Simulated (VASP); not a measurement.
An input for Ansatz (written as the equivalent of a VASP run, and not itself run):

Ansatz 0.2 input:
```yaml
crystal:
  lattice:
    - [-1.6154010, 1.6341810, 3.9650620]
    - [1.6154010, -1.6341810, 3.9650620]
    - [1.6154010, 1.6341810, -3.9650620]
  atoms:
    - { symbol: Si, position: [0.6650000, 0.6650000, 0.0000000] }
    - { symbol: Si, position: [0.3350000, 0.3350000, 0.0000000] }
    - { symbol: W, position: [0.0000000, 0.0165870, 0.0165870] }
kpoints:
  mp_grid: { grid: [12, 12, 12] }
hamiltonian:
  xc: pbe
  pseudopotentials: { kind: paw }
scf:
  occupations: { method: methfessel_paxton, width: 0.1 }
  max_iter: 100
output: { forces: true, stress: true, eigenvalues: true }
```

Question: Write the VASP files for the same calculation (PBE).

Answer: Several could match; the one computed here: 
**INCAR**
```
! general
SYSTEM  = WSi2
PREC    = Accurate
ENCUT   = 520
LREAL   = .FALSE.
LASPH   = .TRUE.

! electronic loop
EDIFF   = 1E-6
NELM    = 100
ALGO    = Normal
LMAXMIX = 6

! smearing
ISMEAR  = 1
SIGMA   = 0.1

! functional
GGA     = PE

! ions
ISIF    = 2

! output
LWAVE   = .FALSE.
LCHARG  = .FALSE.
```

**POSCAR**
```
WSi2
1
   -1.6154010000     1.6341810000     3.9650620000
    1.6154010000    -1.6341810000     3.9650620000
    1.6154010000     1.6341810000    -3.9650620000
Si W
2 1
Direct
  0.6650000000   0.6650000000   0.0000000000
  0.3350000000   0.3350000000   0.0000000000
 -0.0000000000   0.0165870000   0.0165870000
```

**KPOINTS**
```
kpoints
0
gamma
  12 12 12
```

POTCAR, in this order: Si_GW W_sv (PBE.64 set). Program: vasp_std.

What does not carry over: each code has its own PAW files, so the cut-off isn't converted (ENCUT is set for VASP's; basis.ecutwfc is left out, and Ansatz then takes the one that its files recommend); Ansatz stops its SCF on the density residual and VASP on the energy change (EDIFF).

The compound is WSi2 in the MoSi2 type structure. The cell was not relaxed at this level. The run is one of a series of settings (ENCUT = 520, POTCAR Si_GW W_sv (PBE.64 set) against the base run), some of them coarse on purpose.
